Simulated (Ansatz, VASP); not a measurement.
# Li: VASP beside Ansatz

One calculation is typed for both programs; each brings its own data sets. How far apart do they land? The two relaxations start from unlike cells of this crystal (the structure described is Ansatz's start), so only their ends are compared.

Main program and level: Ansatz 0.2.0; plane waves, with VASP 6.6.1 beside it; relaxation of cell and atoms at LDA.

### 1. Set-up

It takes space group Im-3m (No. 229, cubic). Conventional cell: a = 3.490 Å, b = 3.490 Å, c = 3.490 Å, α = 90.00°, β = 90.00°, γ = 90.00°. Li has 8 Li at 3.02 Å nearest.

As a file:

```xyz
1
Lattice="-1.7450 1.7450 1.7450 1.7450 -1.7450 1.7450 1.7450 1.7450 -1.7450" Properties=species:S:1:pos:R:3 pbc="T T T"
Li    0.0000    0.0000    0.0000
```

### 2. VASP: relaxation of cell and atoms, LDA

The relaxed volume is the usual yardstick between codes: in a stiff, nearly cubic crystal its relative difference is about their pressure difference at one cell divided by the bulk modulus.

Lines of VASP's logs that name or quote its potential files are left out, and so is its time.

Contents of INCAR:

```
SYSTEM = Li
PREC = Accurate
ENCUT = 750
EDIFF = 1E-07
NELM = 120
ISMEAR = 1
SIGMA = 0.1
LREAL = .FALSE.
ALGO = Normal
GGA = CA
NBANDS = 7
LORBIT = 11
LWAVE = .FALSE.
LCHARG = .FALSE.
ISIF = 3
IBRION = 2
NSW = 80
EDIFFG = -0.005
LASPH = .TRUE.
GGA_COMPAT = .FALSE.
NELMIN = 4
```

Contents of POSCAR:

```
Li
1.0
   -1.6793334438      1.6793334438      1.6793334438
    1.6793334438     -1.6793334438      1.6793334438
    1.6793334438      1.6793334438     -1.6793334438
Li
1
Direct
    0.0000000000      0.0000000000      0.0000000000
```

Contents of KPOINTS:

```
Automatic mesh
0
Gamma
18 18 18
0 0 0
```

The projector-augmented-wave data sets are Li_sv (LDA family, release 64).

Run with:

```
mpirun -np 1 vasp_std
```

Numbers of over 12 decimals in the logs are rounded to 6 here.

The program printed:

```text
[banner, memory and clock lines left out]
running    1 mpi-ranks, on    1 nodes
 distrk:  each k-point on    1 cores,    1 groups
 distr:  one band on    1 cores,    1 groups

 POSCAR found type information on POSCAR Li
 POSCAR found :  1 types and       1 ions
 LDA part: xc-table for (Slater(with rela. corr.)+CA(PZ))
 , standard interpolation
 POSCAR, INCAR and KPOINTS ok, starting setup
 FFT: planning ... GRIDC
 FFT: planning ... GRID_SOFT
 FFT: planning ... GRID
 WAVECAR not read
 entering main loop
       N       E                     dE             d eps       ncg     rms          rms(c)
DAV:   1     0.534689664653E+00    0.53469E+00   -0.87489E+02  2737   0.370E+02
DAV:   2    -0.195723800868E+01   -0.24919E+01   -0.24023E+01  3913   0.453E+01
DAV:   3    -0.204222111001E+01   -0.84983E-01   -0.84683E-01  3136   0.626E+00
DAV:   4    -0.204605720314E+01   -0.38361E-02   -0.38360E-02  3773   0.783E-01
DAV:   5    -0.204606824408E+01   -0.11041E-04   -0.11041E-04  3318   0.510E-02    0.196E-01
DAV:   6    -0.204532494619E+01    0.74330E-03   -0.44204E-04  4319   0.923E-02    0.111E-01
DAV:   7    -0.204500940279E+01    0.31554E-03   -0.96083E-04  4340   0.138E-01    0.315E-02
DAV:   8    -0.204501244232E+01   -0.30395E-05   -0.15886E-05  2919   0.438E-02    0.561E-04
DAV:   9    -0.204501251604E+01   -0.73719E-07   -0.66625E-07  3668   0.765E-03
   1 F= -.20450125E+01 E0= -.20449177E+01  d E =-.204501E+01
 curvature:   0.00 expect dE= 0.000E+00 dE for cont linesearch  0.000E+00
 trial: gam= 0.00000 g(F)=  0.997E-63 g(S)=  0.199E-04 ort = 0.000E+00 (trialstep = 0.100E+01)
 search vector abs. value=  0.199E-04
 bond charge predicted
       N       E                     dE             d eps       ncg     rms          rms(c)
DAV:   1    -0.204503889937E+01   -0.26457E-04   -0.26003E-04  3444   0.118E-01    0.324E-02
DAV:   2    -0.204503326339E+01    0.56360E-05   -0.72683E-06  3612   0.281E-02    0.188E-02
DAV:   3    -0.204503042150E+01    0.28419E-05   -0.67837E-06  4487   0.126E-02    0.172E-03
DAV:   4    -0.204503041380E+01    0.76980E-08   -0.67989E-08  2394   0.287E-03
   2 F= -.20450304E+01 E0= -.20449354E+01  d E =-.178978E-04
 ZBRENT: can't locate minimum, use default step
 trial-energy change:   -0.000018  1 .order   -0.000018   -0.000020   -0.000015
 step:   4.0000(harm=  4.3572)  dis= 0.00000  next Energy=    -2.045056 (dE=-0.433E-04)
 bond charge predicted
       N       E                     dE             d eps       ncg     rms          rms(c)
DAV:   1    -0.204512908397E+01   -0.98662E-04   -0.23746E-03  3332   0.360E-01    0.991E-02
DAV:   2    -0.204507893208E+01    0.50152E-04   -0.90135E-05  3458   0.937E-02    0.582E-02
DAV:   3    -0.204505193495E+01    0.26997E-04   -0.67065E-05  4613   0.405E-02    0.642E-03
DAV:   4    -0.204505172110E+01    0.21386E-06   -0.81455E-07  3507   0.893E-03    0.105E-03
DAV:   5    -0.204505178648E+01   -0.65384E-07   -0.26262E-07  3241   0.375E-03
   3 F= -.20450518E+01 E0= -.20449562E+01  d E =-.392704E-04
 curvature:  -2.15 expect dE=-0.147E-06 dE for cont linesearch -0.147E-06
 trial: gam= 0.00000 g(F)=  0.235E-63 g(S)=  0.684E-07 ort =-0.117E-05 (trialstep = 0.160E+01)
 search vector abs. value=  0.685E-07
 reached required accuracy - stopping structural energy minimisation
```

OUTCAR, selected parts (step 2):

```text
ion  position               nearest neighbor table
   1  0.000  0.000  0.000-

  LATTYP: Found a body centered cubic cell.
 ALAT       =     3.3586668876

 Subroutine GETGRP returns: Found 48 space group operations
 (whereof 48 operations were pure point group operations)

The static configuration has the point symmetry O_h .

 Found    195 irreducible k-points:

   k-points           NKPTS =    195   k-points in BZ     NKDIM =    195   number of bands    NBANDS=      7

   dimension x,y,z NGX =    28 NGY =   28 NGZ =   28
   dimension x,y,z NGXF=    56 NGYF=   56 NGZF=   56

   ENCUT  =  750.0 eV  55.12 Ry    7.42 a.u.   6.50  6.50  6.50*2*pi/ulx,y,z

   NELECT =       3.0000    total number of electrons

 k-points in reciprocal lattice and weights: Automatic mesh
   0.00000000  0.00000000  0.00000000       0.000
   0.05555556  0.00000000  0.00000000       0.002
   0.11111111  0.00000000  0.00000000       0.002
   0.16666667  0.00000000  0.00000000       0.002
   0.22222222  0.00000000  0.00000000       0.002
   0.27777778  0.00000000  0.00000000       0.002
   0.33333333  0.00000000  0.00000000       0.002
   0.38888889  0.00000000  0.00000000       0.002
   0.44444444  0.00000000  0.00000000       0.002
[...]
0.50000000  0.50000000  0.44444444       0.002
   0.50000000  0.50000000  0.50000000       0.000

 average (electrostatic) potential at core
       1 -67.5336

 E-fermi :   0.8242

 k-point     1 :       0.0000    0.0000    0.0000
  band No.  band energies     occupation
      1     -44.6820      2.00000
      2      -2.7812      2.00000
      3      15.9450      0.00000
      4      15.9450      0.00000
      5      15.9450      0.00000
      6      21.1276      0.00000
      7      21.1276      0.00000

 k-point     2 :       0.0556    0.0000    0.0000
  band No.  band energies     occupation
      1     -44.6811      2.00000
      2      -2.7219      2.00000
      3      15.5524      0.00000
      4      15.6354      0.00000
      5      15.8424      0.00000
      6      20.1183      0.00000
      7      20.2827      0.00000

 k-point     3 :       0.1111    0.0000    0.0000
  band No.  band energies     occupation
      1     -44.6786      2.00000
      2      -2.5449      2.00000
      3      14.3689      0.00000
      4      14.9329      0.00000
      5      15.5465      0.00000
      6      19.0173      0.00000
      7      19.1236      0.00000

  Total        0.0006875      0.0006875      0.0006875      0.0000000      0.0000000      0.0000000
  in kB        0.0585386      0.0585386      0.0585386      0.0000000      0.0000000      0.0000000
  external PRESSURE =       0.0585386 kB  Pullay stress =       0.0000000 kB

  energy-cutoff  :      750.00
  volume of cell :       18.82
      direct lattice vectors                 reciprocal lattice vectors
    -1.675533784  1.675533784  1.675533784     0.000000000  0.298412366  0.298412366
     1.675533784 -1.675533784  1.675533784     0.298412366  0.000000000  0.298412366
     1.675533784  1.675533784 -1.675533784     0.298412366  0.298412366  0.000000000

 POSITION                                       TOTAL-FORCE (eV/Angst)
 -----------------------------------------------------------------------------------
     -0.00000      0.00000      0.00000         0.000000      0.000000     -0.000000
 -----------------------------------------------------------------------------------
    total drift:                               -0.000000     -0.000000     -0.000000

  FREE ENERGIE OF THE ION-ELECTRON SYSTEM (eV)
  ---------------------------------------------------
  free  energy   TOTEN  =        -2.0450517865 eV

  energy  without entropy=       -2.0447649294  energy(sigma->0) =       -2.04495617

 reached required accuracy - stopping structural energy minimisation

 total charge
# of ion       s       p       d       tot
------------------------------------------
    1        2.036   0.054   0.000   2.090

[... 3 further parts left out ...]
```

CONTCAR:

```
Li
   1.00000000000000
    -1.6755337835331989    1.6755337835331989    1.6755337835331989
     1.6755337835331989   -1.6755337835331989    1.6755337835331989
     1.6755337835331989    1.6755337835331989   -1.6755337835331989
  Li
     1
Direct
     0.0000000000000000    0.0000000000000000    0.0000000000000000
```

### 3. Ansatz: relaxation of cell and atoms, LDA

Ansatz runs on its default PAW (the set named soft_2) files.

Its own start cell and the same functional (in two slightly different forms), mesh and smearing now go to Ansatz, which takes its cutoff from its data sets.

Contents of input.yaml:

```yaml
crystal:
  lattice:
    - [-1.745, 1.745, 1.745]
    - [1.745, -1.745, 1.745]
    - [1.745, 1.745, -1.745]
  atoms:
    - { symbol: Li, position: [0.0, 0.0, 0.0] }
hamiltonian:
  xc: lda
kpoints:
  mp_grid: { grid: [18, 18, 18] }
scf:
  occupations: { method: methfessel_paxton, width: 0.1 }
  convergence: { dr2_threshold: 1.0e-09 }
relax:
  cell: {}
  f_tol: 0.005
```

Run with:

```
ansatz run input.yaml --threads 2 --pin off --max-ram 4096MiB --backend cpu --events-out ev --progress --plain --runs-dir out
```

The program printed:

```text
Warning: relax.cell: scf.convergence.dr2_threshold = 1e-9 eV is looser than the 1e-10 eV advised for a relaxation that steers and ends on the stress (1e-10 eV for each atom of the cell: 1). What an SCF threshold leaves in a stress goes as its square root, and in the free energy as the threshold itself, and one threshold admits the most on a small cell: [figures from the program's tests cut] Set scf.convergence.dr2_threshold to 1e-10 eV or tighter. The threshold is an SCF's pass mark: one that does not reach it within its budget of iterations ends unconverged, or closes short of it on a stop that the run arms, and scf.convergence.dr2_threshold's page says what that costs each kind of run
Engine: ansatz 0.2.0, aarch64-unknown-linux-gnu
Pseudopotentials: kind: paw
Pseudopotential: Li, paw, valence charge 3, recommended cutoff 420 eV (normal), Li.paw.azcp
Functional definition: SPW92
  exchange = slater_x
  correlation = pw_c
Crystal: 1 atoms, lattice volume = 21.254 Å³
Basis set: ecut = 420 eV, 429 PW (Γ)
Bands: 6, of which v1, the nominal top of the filled ones, is band 2 counted from 1 (1 counted from 0)
Symmetry: 48 space group operations
Space group: Im-3m (ITA 229), of the structure as read, at distance tolerance 2.8e-5 Å
k-points: 195 of 5832
Non-local potential: Li, projectors of the file, l = 0: 3, l = 1: 2, l = 2: 1
PAW form: soft (Blöchl's): semilocal exchange-correlation on the pseudo side does not see the compensation charge
PAW one-centre angular grid: Li, 110 points (default); XC on 64 Gauss nodes
Initial density: superposition of atomic densities (neutral atoms: chi_scale 0, normalization atom), corrected by the library's trained network
Initial wavefunctions: pseudopotential atomic-orbital guess
Functional: x = slater, c = lda
SCF iter   1: F=—  HF=-201.633928 eV  |F-HF|=—  |Δ(HF+E_count)|=         —  Δρ=4.27e-3  dr2=1.04e-3  ethr=1.77e-3  ⟨swp⟩=3.2  Hψ=8890  notcnv=0
preconditioner: auto → none  [metal: Δε(μ)=0.050 eV  Ē_g=10.283 eV  σ=0.100 eV  W_gap=0.41  n_scr=0 (ndim 8)  ℏωp=8.1 eV  f_vac=0.000  D(μ)=0.57/eV (n_scr^D=0)]
SCF iter   2: F=—  HF=-201.630283 eV  |F-HF|=—  |Δ(HF+E_count)|=   3.64e-3  S|Δr|=    0.00e0  Δρ=1.67e-3  dr2=1.57e-4  ethr=3.46e-5  ⟨swp⟩=2.0  Hψ=3079  notcnv=0  defer=6
SCF iter   3: F=—  HF=-201.629673 eV  |F-HF|=—  |Δ(HF+E_count)|=   6.10e-4  S|Δr|=    0.00e0  Δρ=6.67e-5  dr2=1.18e-6  ethr=5.25e-6  ⟨swp⟩=2.0  Hψ=1393  notcnv=0  defer=8
SCF iter   4: F=—  HF=-201.629672 eV  |F-HF|=—  |Δ(HF+E_count)|=   2.04e-7  S|Δr|=    0.00e0  Δρ=3.55e-6  dr2=2.77e-9  ethr=3.94e-8  ⟨swp⟩=1.0  Hψ=1099  notcnv=0  defer=8
SCF iter   5: F=—  HF=-201.629673 eV  |F-HF|=—  |Δ(HF+E_count)|=   3.93e-7  S|Δr|=    0.00e0  Δρ=1.08e-7  dr2=1.39e-12  ethr=3.33e-11  ⟨swp⟩=3.4  Hψ=2349  notcnv=0
SCF iter   6: F=-201.629673 eV  HF=-201.629673 eV  |F-HF|=2.84e-14  |Δ(HF+E_count)|=  1.99e-12  S|Δr|=    0.00e0  Δρ=2.38e-9  dr2=7.52e-16  ethr=1.00e-12  ⟨swp⟩=1.0  Hψ=2788  notcnv=0
SCF 1 converged in 6 iterations: F = -201.629673 eV  dr2 = 7.52e-16
  greatest PAW one-centre occupation: 1.000 electrons in one spin orbital (limit 2), on the Li atom at site 0 (counted from 0), in its partial waves of l = 0
relax step   1: F+E_penalty+E_count = -201.62967283 eV  Δ(F+E_penalty+E_count) = +0.000e0 eV  max|allowed force component| = 0.000e0 eV/Å  Δτ_max = 0.0000 Å  P = -1.399 GPa  Ω = 21.254 Å³  (6 SCF iters, accepted)
[...]
relax step   2: F+E_penalty+E_count = -201.63676529 eV  Δ(F+E_penalty+E_count) = -7.092e-3 eV  max|allowed force component| = 0.000e0 eV/Å  Δτ_max = 0.0000 Å  P = -0.870 GPa  Ω = 20.265 Å³  energy of the carried Pulay correction = +2.313e-5 eV  (4 SCF iters, accepted)
[...]
relax step   3: F+E_penalty+E_count = -201.64030759 eV  Δ(F+E_penalty+E_count) = -3.542e-3 eV  max|allowed force component| = 0.000e0 eV/Å  Δτ_max = 0.0000 Å  P = +0.146 GPa  Ω = 18.824 Å³  energy of the carried Pulay correction = +6.040e-5 eV  (5 SCF iters, accepted)
[...]
relax step   4: F+E_penalty+E_count = -201.64038363 eV  Δ(F+E_penalty+E_count) = -7.604e-5 eV  max|allowed force component| = 0.000e0 eV/Å  Δτ_max = 0.0000 Å  P = -0.011 GPa  Ω = 19.019 Å³  energy of the carried Pulay correction = +5.509e-5 eV  (4 SCF iters, accepted)
[...]
relax step   5: F+E_penalty+E_count = -201.64031981 eV  Δ(F+E_penalty+E_count) = +6.381e-5 eV  max|allowed force component| = 0.000e0 eV/Å  Δτ_max = 0.0000 Å  P = -0.011 GPa  Ω = 19.019 Å³  stress off target by 1.05e-2 GPa  SCF on the basis re-selected at this cell (its energy is not comparable with the rows above)  (3 SCF iters)
basis re-selected at this cell: Δ(F+E_penalty+E_count) = +6.381e-5 eV, ΔP = +0.001 GPa vs the last step (what re-selecting the basis moved, of the pressure what is left beyond the Pulay correction that the steps carried, after the strain that the cell walked since its last selection, with what the two solves' SCF thresholds leave and, on support functions, any second-order correction that the steps lacked; it is no measure of the basis error at this ecutwfc). The dense FFT grid was sized anew with the basis: this SCF ran on 20×20×20 points, the steps before it on 24×24×24, so part of this shift can come from that change (see relax.cell in the input reference). [rest of the remark cut]
SCF converged after 3 iterations
Stability not checked: this state was not tested for a lower state beside it, because cold or Methfessel-Paxton smearing, or corrected tetrahedra, fill the levels in a way that the test cannot read (fill_not_monotonic; see scf.lower_state_search)
Free energy (F): -201.640320 eV
Harris-Foulkes:  -201.640320 eV  (|F-HF|=1.79e-11)
Internal energy: -201.640037 eV  (E = F + TS)
E sigma→0 (E₀):  -201.640249 eV
Entropy (-TS):   -0.000283 eV (-0.283 meV/atom)
Fermi energy:    1.114940 eV
--- Per-component energies (eV) ---
  E_band       = -89.013567
  E_kinetic    = 21.381342
  E_local      = -129.799546  (includes V_loc(G=0)·N_el)
  E_nonlocal   = -33.060505
  E_hartree    = 38.369265
  E_xc         = -9.939318
  E_vxc        = -12.952201  (∫ρ·V_xc dr)
  E_paw        = -18.472304  (= ΣΔE_a)
  E_vpaw       = -11.321267  (= ΣTr[D̂ρ^β])
  E_aug_tail   = 0.000029  (compensation charges beyond the density's cutoff)
  E_ewald      = -70.119001
  E_smearing   = -0.000283  (= −TS)
  E_closure    = -0.000000  (closes the sum)
  Σ components = -201.640320   (vs F -201.640320, Δ=0.00e0)
--- Forces (eV/Å), atoms counted from 1 ---
  atom   1  Li     0.00000000     0.00000000    -0.00000000
  max |Σ_I F_I| component: 1.98e-32 eV/Å
--- Stress (GPa, compression-positive) ---
       -0.010536      -0.000000       0.000000
        0.000000      -0.010536      -0.000000
        0.000000       0.000000      -0.010536
  P = ⅓ Tr σ = -0.0105 GPa (-0.105 kbar)
--- Relaxed structure (4 steps of the walk, 4 accepted, 1 SCFs on fresh bases) ---
  F+E_penalty+E_count = -201.64031981 eV   max|allowed force component| = 0.000e0 eV/Å   (the final SCF, on the basis selected at the relaxed cell)
  cell:  # Å, volume = 19.0189 Å³
    - [-1.681545, 1.681545, 1.681545]
    - [1.681545, -1.681545, 1.681545]
    - [1.681545, 1.681545, -1.681545]
  atoms:
    - { symbol: Li, position: [0.0, 0.0, 0.0] }
```

### 4. Side by side

Known differences besides the potentials themselves: the two LDA forms differ slightly; the cutoff is 420 eV in Ansatz and 750 eV in VASP; VASP's log shows a relativistic correction to its local exchange, Ansatz's none; Ansatz adds a Pulay correction to the stress that steers its cell, VASP none. Total energies have different zeros and are not compared.

Both answers:

```csv
quantity,Ansatz,VASP,difference
volume (Å³),19.02,18.82,+1.08 %
"edge a after relaxation, in the typed setting (Å)",2.913,2.902,+0.36 %
```

### 5. Results

| Property | Result |
| --- | --- |
| difference in volume (relaxation of cell and atoms, LDA) | 1.1 % |

What this shows: The difference in volume is 1.1 % (relaxation of cell and atoms, LDA), within the 1.2 % picked in this series as the mark of a large difference, as far as the stopping tolerances let one tell. How closely two codes agree says nothing of how well the functional describes the real material.

[Lines on the potential files, build, host, timing and source positions are cut from VASP's logs without a mark.]

[Logs are printed without paths, hosts, clocks, repeated set-up lines and the standing remarks that a program may print on its own settings, such as how far it seeks lower states.]

[Hosts, paths, dates, database ids (printed as entryN), source tags and the programs' standing remarks are cut or masked in the printed files.]
